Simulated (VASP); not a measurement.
# CdS (nc) (P6_3mc) in VASP: further runs

One crystal, CdS (nc), is run at these levels: PBE; tasks: single point, relaxation of cell and atoms.

Everything below comes from runs of VASP 6.6.1. Logs are shortened: lines on timing, memory, paths and dates and some standing lists are left out, and cuts for length are marked.

**The experiment to reproduce.**

“Isotope dependence of band-gap energy”, 2008, arxiv:0807.2152 quotes, for a bulk crystal of CdS: band gap 2.5809 ± 0.0002 eV.

How close the calculation comes is told below.

### 1 The crystal as given

The structure is hexagonal, space group P6_3mc (No. 186). The conventional cell has a = 4.197 Å, b = 4.197 Å, c = 6.829 Å, α = 90.00°, β = 90.00°, γ = 120.00°. Cd (site symmetry 3m) is surrounded by 4 S at 2.57 Å. Around S (site symmetry 3m) lie 4 Cd at 2.57 Å.

### 2 Single point, PBE

File INCAR:

```
ALGO = Fast
EDIFF = 1E-6
ENCUT = 520
GGA = PE
ISIF = 2
ISMEAR = 0
LASPH = True
LCHARG = True
LELF = True
LREAL = False
LVHAR = True
LWAVE = False
NBANDS = 26
NELM = 100
PREC = Accurate
SIGMA = 0.02
```

File KPOINTS:

```
k-points
0
Gamma
  9 9 4
```

File POSCAR:

```
CdS
1.0
    4.1968347081      0.0000000000      0.0000000000
   -2.0984173540      3.6345654727      0.0000000000
    0.0000000000      0.0000000000      6.8288421171
Cd S
2 2
Direct
    0.3333333333      0.6666666667     -0.0007993967
    0.6666666667      0.3333333333      0.4992006033
    0.3333333333      0.6666666667      0.3757993967
    0.6666666667      0.3333333333      0.8757993967
```

Potentials or basis: VASP PAW PBE potentials, release 64 (Cd, S).

Run with:

```console
cat potpaw_PBE.64/Cd/POTCAR potpaw_PBE.64/S/POTCAR > POTCAR
mpirun -np 1 vasp_std > vasp.out
```

OUTCAR:

```text
EDIFF = 1E-6
   ENCUT = 520
   GGA = PE
   ISIF = 2
   ISMEAR = 0
   LASPH = True
   LREAL = False
   NELM = 100
   PREC = Accurate

 ion  position               nearest neighbor table
   1  0.333  0.667  0.999-   4 2.57   4 2.57   4 2.57   3 2.57
   2  0.667  0.333  0.499-   3 2.57   3 2.57   3 2.57   4 2.57
   3  0.333  0.667  0.376-   2 2.57   2 2.57   2 2.57   1 2.57
   4  0.667  0.333  0.876-   1 2.57   1 2.57   1 2.57   2 2.57

  LATTYP: Found a hexagonal cell.
 ALAT       =     4.1968347081
 C/A-ratio  =     1.6271410699

  Lattice vectors:

 A1 = (   4.1968347081,   0.0000000000,   0.0000000000)
 A2 = (  -2.0984173540,   3.6345654727,   0.0000000000)
 A3 = (   0.0000000000,   0.0000000000,   6.8288421171)

Analysis of symmetry for initial positions (statically):
=====================================================================
 Subroutine PRICEL returns:
 Original cell was already a primitive cell.

 Routine SETGRP: Setting up the symmetry group for a
 hexagonal supercell.

 Subroutine GETGRP returns: Found 12 space group operations
 (whereof  6 operations were pure point group operations)
 out of a pool of 24 trial point group operations.

The static configuration has the point symmetry C_3v.
 The point group associated with its full space group is C_6v.

Analysis of symmetry for dynamics (positions and initial velocities):
=====================================================================
 Subroutine PRICEL returns:
 Original cell was already a primitive cell.

 Routine SETGRP: Setting up the symmetry group for a
 hexagonal supercell.

 Subroutine GETGRP returns: Found 12 space group operations
 (whereof  6 operations were pure point group operations)
 out of a pool of 24 trial point group operations.

The dynamic configuration has the point symmetry C_3v.
 The point group associated with its full space group is C_6v.

 Subroutine INISYM returns: Found 12 space group operations
 (whereof  6 operations are pure point group operations),
 and found     1 'primitive' translations

----------------------------------------------------------------------------------------

                                     Primitive cell

  volume of cell :     104.1649

  direct lattice vectors                    reciprocal lattice vectors
     4.196834708  0.000000000  0.000000000     0.238274812  0.137568027  0.000000000
    -2.098417354  3.634565473  0.000000000     0.000000000  0.275136053  0.000000000
     0.000000000  0.000000000  6.828842117     0.000000000  0.000000000  0.146437710

  length of vectors
     4.196834708  4.196834708  6.828842117     0.275136053  0.275136053  0.146437710

  position of ions in fractional coordinates (direct lattice)
     0.333333333  0.666666667  0.999200603
     0.666666667  0.333333333  0.499200603
     0.333333333  0.666666667  0.375799397
     0.666666667  0.333333333  0.875799397

  ion indices of the primitive-cell ions
   primitive index   ion index
                 1           1
                 2           2
                 3           3
                 4           4

----------------------------------------------------------------------------------------

 KPOINTS: k-points

Automatic generation of k-mesh.
 Grid dimensions read from file:
 generate k-points for:    9    9    4

 Generating k-lattice:

  Cartesian coordinates                     Fractional coordinates (reciprocal lattice)
     0.026474979  0.015285336  0.000000000     0.111111111  0.000000000  0.000000000
     0.000000000  0.030570673  0.000000000     0.000000000  0.111111111  0.000000000
     0.000000000  0.000000000  0.036609427     0.000000000  0.000000000  0.250000000

  Length of vectors
     0.030570673  0.030570673  0.036609427

  Shift w.r.t. Gamma in fractional coordinates (k-lattice)
     0.000000000  0.000000000  0.000000000

 Subroutine IBZKPT returns following result:
 ===========================================

 Found     36 irreducible k-points:

 Following reciprocal coordinates:
            Coordinates               Weight
  0.000000  0.000000  0.000000      1.000000
  0.111111 -0.000000  0.000000      6.000000
  0.222222 -0.000000  0.000000      6.000000
  0.333333 -0.000000  0.000000      6.000000
  0.444444 -0.000000  0.000000      6.000000
  0.111111  0.111111  0.000000      6.000000
[... 16 lines left out ...]
  0.333333  0.222222  0.250000     24.000000
  0.333333  0.333333  0.250000      4.000000
 [... further k-points ...]
   k-points           NKPTS =     36   k-points in BZ     NKDIM =     36   number of bands    NBANDS=     26
   number of dos      NEDOS =    301   number of ions     NIONS =      4
   total plane-waves  NPLWV =  55296
   dimension x,y,z NGX =    32 NGY =   32 NGZ =   54
   dimension x,y,z NGXF=    64 NGYF=   64 NGZF=  108
   ions per type =               2   2
   NGX,Y,Z   is equivalent  to a cutoff of  12.68, 12.68, 13.15 a.u.
   NGXF,Y,Z  is equivalent  to a cutoff of  25.35, 25.35, 26.29 a.u.
[... 66 lines left out ...]
 Fermi energy:         1.0079630348

 k-point     1 :       0.0000    0.0000    0.0000
  band No.  band energies     occupation
      1     -11.1773      2.00000
      2     -10.7898      2.00000
      3      -6.6374      2.00000
      4      -6.6319      2.00000
      5      -6.6319      2.00000
      6      -6.5577      2.00000
[... 18 lines left out ...]
     25       8.4580      0.00000
     26       8.4628      0.00000

 k-point     2 :       0.1111   -0.0000    0.0000
  band No.  band energies     occupation
      1     -11.1377      2.00000
      2     -10.7722      2.00000
      3      -6.6257      2.00000
      4      -6.6158      2.00000
      5      -6.5995      2.00000
      6      -6.5390      2.00000
[... 18 lines left out ...]
     25       8.3810      0.00000
     26       8.7113      0.00000

 k-point     3 :       0.2222   -0.0000    0.0000
  band No.  band energies     occupation
      1     -11.0341      2.00000
      2     -10.7306      2.00000
      3      -6.5913      2.00000
      4      -6.5793      2.00000
      5      -6.5137      2.00000
      6      -6.4786      2.00000
[... 18 lines left out ...]
     25       8.6471      0.00000
     26       9.4132      0.00000

 k-point     4 :       0.3333   -0.0000    0.0000
  band No.  band energies     occupation
      1     -10.9074      2.00000
      2     -10.6915      2.00000
      3      -6.5611      2.00000
      4      -6.5475      2.00000
      5      -6.4336      2.00000
      6      -6.4149      2.00000
[... 18 lines left out ...]
     25       9.2168      0.00000
     26       9.5961      0.00000

 k-point     5 :       0.4444   -0.0000    0.0000
  band No.  band energies     occupation
      1     -10.8133      2.00000
      2     -10.6773      2.00000
      3      -6.5478      2.00000
      4      -6.5334      2.00000
      5      -6.3790      2.00000
      6      -6.3754      2.00000
[... 18 lines left out ...]
     25       9.2876      0.00000
     26      10.6161      0.00000

 k-point     6 :       0.1111    0.1111    0.0000
  band No.  band energies     occupation
      1     -11.0660      2.00000
      2     -10.7427      2.00000
      3      -6.5992      2.00000
      4      -6.5915      2.00000
      5      -6.5393      2.00000
      6      -6.5074      2.00000
[... 427 lines left out ...]
 k-point    21 :       0.4444    0.1111    0.2500
  band No.  band energies     occupation
      1     -10.7648      2.00000
      2     -10.6891      2.00000
      3      -6.5329      2.00000
      4      -6.5113      2.00000
      5      -6.4279      2.00000
      6      -6.3912      2.00000
[... 18 lines left out ...]
     25       9.1866      0.00000
     26      10.3441      0.00000

 k-point    22 :       0.2222    0.2222    0.2500
  band No.  band energies     occupation
      1     -10.8185      2.00000
      2     -10.7004      2.00000
      3      -6.5363      2.00000
      4      -6.5138      2.00000
      5      -6.4391      2.00000
      6      -6.4190      2.00000
[... 18 lines left out ...]
     25       8.8302      0.00000
     26       9.8436      0.00000

 k-point    23 :       0.3333    0.2222    0.2500
  band No.  band energies     occupation
      1     -10.7479      2.00000
      2     -10.6889      2.00000
      3      -6.5341      2.00000
      4      -6.4862      2.00000
      5      -6.4271      2.00000
      6      -6.3913      2.00000
[... 18 lines left out ...]
     25       9.4295      0.00000
     26      10.0530      0.00000

 k-point    24 :       0.3333    0.3333    0.2500
  band No.  band energies     occupation
      1     -10.7045      2.00000
      2     -10.7045      2.00000
      3      -6.5379      2.00000
      4      -6.4450      2.00000
      5      -6.4450      2.00000
      6      -6.3840      2.00000
[... 18 lines left out ...]
     25      10.1669      0.00000
     26      10.1988      0.00000

 [... further k-points ...]

------------------------ aborting loop because EDIFF is reached ----------------------------------------

  FORCE on cell =-STRESS in cart. coord.  units (eV):
  Direction    XX          YY          ZZ          XY          YZ          ZX
  --------------------------------------------------------------------------------------
  -------------------------------------------------------------------------------------
  Total        0.1831005      0.1831005      0.1863007      0.0000000      0.0000000      0.0000000
  in kB        2.8162984      2.8162984      2.8655214      0.0000000      0.0000000      0.0000000
  external PRESSURE =       2.8327061 kB  Pullay stress =       0.0000000 kB

 VOLUME and BASIS-vectors are now :
 -----------------------------------------------------------------------------
  energy-cutoff  :      520.00
  volume of cell :      104.16
      direct lattice vectors                 reciprocal lattice vectors
     4.196834708  0.000000000  0.000000000     0.238274812  0.137568027  0.000000000
    -2.098417354  3.634565473  0.000000000     0.000000000  0.275136053  0.000000000
     0.000000000  0.000000000  6.828842117     0.000000000  0.000000000  0.146437710

 POSITION                                       TOTAL-FORCE (eV/Angst)
 -----------------------------------------------------------------------------------
     -0.00000      2.42304      6.82338        -0.000000     -0.000000      0.000372
      2.09842      1.21152      3.40896         0.000000      0.000000      0.000372
     -0.00000      2.42304      2.56627         0.000000     -0.000000     -0.000372
      2.09842      1.21152      5.98070        -0.000000      0.000000     -0.000372
 -----------------------------------------------------------------------------------
    total drift:                               -0.000000     -0.000000     -0.001048

  FREE ENERGIE OF THE ION-ELECTRON SYSTEM (eV)
  ---------------------------------------------------
  free  energy   TOTEN  =       -12.2995352069 eV

  energy  without entropy=      -12.2995352069  energy(sigma->0) =      -12.29953521
```

Run time: 74 s. Hardware: 1 thread of Intel Xeon Platinum 8259CL at 2.50GHz (Skylake/Cascade Lake), shared host; peak memory 0.27 GiB.

What came out:

```yaml
Free_energy: -12.2995 eV
Pressure: 0.3 GPa
Band_gap_on_the_k_mesh: 1.11 eV, direct
```

### 3 Relaxation of cell and atoms, PBE

This run uses another cell than the first one, of 25.12 Å³/atom, 0.965 times its volume.

File INCAR:

```
SYSTEM = CdS
ALGO = Normal
EDIFF = 1E-6
EDIFFG = -0.002
ENCUT = 600
GGA = PE
IBRION = 2
ISIF = 3
ISMEAR = 0
LASPH = .TRUE.
LCHARG = .FALSE.
LREAL = .FALSE.
LWAVE = .FALSE.
NELM = 100
NSW = 100
PREC = Accurate
SIGMA = 0.02
```

File KPOINTS:

```
k-points
0
G
  9 9 4
  0 0 0
```

File POSCAR:

```
CdS
1.0
    4.1500000000      0.0000000000      0.0000000000
   -2.0750000000      3.5940054257      0.0000000000
    0.0000000000      0.0000000000      6.7370000000
Cd S
2 2
Direct
    0.3333333333      0.6666666667      0.0000000000
    0.6666666667      0.3333333333      0.5000000000
    0.3333333333      0.6666666667      0.3750000000
    0.6666666667      0.3333333333      0.8750000000
```

Potentials or basis: VASP PAW PBE potentials, release 64 (Cd, S).

Run with:

```console
cat potpaw_PBE.64/Cd/POTCAR potpaw_PBE.64/S/POTCAR > POTCAR
mpirun -np 1 vasp_std > vasp.out
```

It took 11 min on 1 thread of Intel Xeon Platinum 8259CL at 2.50GHz (Skylake/Cascade Lake), shared host; peak memory 0.31 GiB.

The run converged. Its results:

```
Free energy                            : -12.2984 eV
Relaxed volume                         : 26.16 Å³/atom
Relaxed cell                           : a = 4.203 Å, b = 4.203 Å, c = 6.840 Å, α = 90.00°, β = 90.00°, γ = 120.00°
Space group after relaxing (to 0.05 Å) : P6_3mc (No. 186)
Energy gained by relaxing              : 7.7 meV/atom
Ionic steps                            : 32
Pressure after relaxing                : 0.0 GPa
Band gap on the k mesh                 : 1.10 eV, direct
```

The path:
```csv
step,energy change (eV),largest force (eV/Å),pressure (GPa),volume (Å³)
1,0.0000,0.0696,2.38,100.48
2,-0.0279,0.0022,-0.67,106.01
3,-0.0307,0.0149,-0.01,104.66
4,-0.0307,0.0159,0.00,104.57
5,-0.0308,0.0076,0.05,104.56
6,-0.0308,0.0041,0.05,104.55
7,-0.0308,0.0004,0.00,104.65
8,-0.0308,0.0001,0.00,104.64
9,-0.0308,0.0013,-0.03,104.69
10,-0.0308,0.0012,-0.02,104.70
11,-0.0308,0.0021,-0.04,104.72
12,-0.0308,0.0037,0.00,104.68
13,-0.0308,0.0033,-0.02,104.68
14,-0.0308,0.0022,-0.01,104.65
15,-0.0308,0.0002,0.01,104.61
16,-0.0308,0.0010,0.02,104.63
17,-0.0308,0.0021,0.01,104.64
18,-0.0308,0.0024,0.02,104.65
19,-0.0308,0.0024,0.01,104.65
20,-0.0308,0.0025,0.00,104.65
21,-0.0308,0.0005,0.01,104.65
22,-0.0308,0.0006,0.01,104.66
23,-0.0308,0.0006,0.01,104.66
24,-0.0308,0.0007,-0.01,104.67
25,-0.0308,0.0012,0.00,104.68
26,-0.0308,0.0009,-0.01,104.69
27,-0.0308,0.0001,-0.02,104.68
28,-0.0308,0.0003,-0.02,104.68
29,-0.0308,0.0001,-0.02,104.68
30,-0.0308,0.0003,-0.01,104.67
31,-0.0308,0.0002,-0.01,104.66
32,-0.0308,0.0001,0.00,104.63
```

Final structure:
```
Cd S
1.0
     4.20262    0.00000    0.00000
    -2.10131    3.63957    0.00000
     0.00000    0.00000    6.84035
Cd S
2 2
Direct
  0.33333 0.66667 0.99923
  0.66667 0.33333 0.49923
  0.33333 0.66667 0.37577
  0.66667 0.33333 0.87577
```

Levels at points of the mesh, in eV from the valence-band top:
```csv
k point,band 15,band 16,band 17,band 18,band 19,band 20,band 21,band 22
"(0.00, 0.00, 0.00)",-0.69,-0.04,0.00,0.00,1.10,2.73,6.48,6.48
"(0.00, 0.00, 0.50)",-0.36,-0.36,-0.36,-0.36,2.75,2.75,6.13,6.13
```

PBE gaps usually lie below the measured ones, often by a third to a half. PBE usually gives volumes a little too large and moduli too small.

### 4 Single point, PBE

This run uses another cell than the first one, of 25.12 Å³/atom, 0.965 times its volume.

File INCAR:

```
  ALGO = Normal
  EDIFF = 1E-6
  ENCUT = 520
  GGA = PE
  ISIF = 2
  ISMEAR = 0
  LASPH = T
  LCHARG = T
  LELF = T
  LREAL = F
  LVHAR = T
  LWAVE = F
  NBANDS = 26
  NELM = 100
  PREC = Accurate
  SIGMA = 0.1
```

File KPOINTS:

```
k-points
0
Gamma
  6 6 4
```

POSCAR is that of step 3.

Run with:

```console
cat potpaw_PBE.64/Cd/POTCAR potpaw_PBE.64/S/POTCAR > POTCAR
mpirun -np 1 vasp_std > vasp.out
```

Wall time 37 s (1 thread of Intel Xeon Platinum 8259CL at 2.50GHz (Skylake/Cascade Lake), shared host); peak memory 0.23 GiB.

It converged, with:

| Item | Value |
| --- | --- |
| Free energy | -12.2657 eV |
| Pressure | 2.4 GPa |
| Largest force | 0.069 eV/Å |
| Band gap on the k mesh | 1.20 eV, direct |

Forces in eV/Å, atoms in the order of the input:
```
Cd   0.000  0.000 -0.069
Cd   0.000  0.000 -0.069
S    0.000  0.000  0.069
S    0.000  0.000  0.069
```

Stress tensor (GPa, compression positive):
```
2.20 0.00 0.00
0.00 2.20 0.00
0.00 0.00 2.84
```

Levels at points of the mesh, in eV from the valence-band top:
| k point | band 16 | band 17 | band 18 | band 19 | band 20 | band 21 |
| --- | --- | --- | --- | --- | --- | --- |
| (0.00, 0.00, 0.00) | -0.04 | 0.00 | 0.00 | 1.20 | 2.79 | 6.47 |
| (0.50, 0.00, 0.00) | -1.85 | -1.28 | -0.73 | 3.71 | 3.88 | 5.11 |
| (0.00, 0.00, 0.50) | -0.39 | -0.39 | -0.39 | 2.84 | 2.84 | 6.20 |
| (0.50, 0.00, 0.50) | -1.32 | -1.31 | -1.31 | 3.48 | 3.48 | 5.39 |

### 5 Summary

```tsv
task	cell	k mesh	cutoff (eV)	smearing	gap on the mesh (eV)	pressure (GPa)
single point	P6_3mc, 26.04 Å³/atom	9 × 9 × 4	520	gaussian 0.02 eV	1.11	0.3
relaxation of cell and atoms	relaxed	9 × 9 × 4	600	gaussian 0.02 eV	1.10	0.0
single point	P6_3mc, 25.12 Å³/atom	6 × 6 × 4	520	gaussian 0.1 eV	1.20	2.4
```

Alike in all rows: level PBE; potentials or basis VASP PAW PBE potentials, release 64 (Cd, S); no spin polarisation.

Total energies depend on the potentials used, so only differences within one code and one set of settings carry meaning.

### 6 How close it comes

Step 2. A measured gap of CdS is 2.5809 eV (quoted in “Isotope dependence of band-gap energy”, 2008, arxiv:0807.2152); the calculated 1.11 eV misses it by -1.47 eV. So large a miss can be the level of theory's own, or it may mean another phase, state or a wrong row. Spin-orbit coupling on Cd is left out. The value is that of PBE, without temperature or zero-point motion. Semilocal functionals fall short of measured gaps as a rule.

Step 4. Against the measured gap of CdS, 2.5809 eV (quoted in “Isotope dependence of band-gap energy”, 2008, arxiv:0807.2152), the calculated 1.20 eV is off by -1.38 eV. So large a miss can be the level of theory's own, or it may mean another phase, state or a wrong row. Spin-orbit coupling on Cd is left out. The value is that of PBE, without temperature or zero-point motion. Semilocal functionals fall short of measured gaps as a rule.
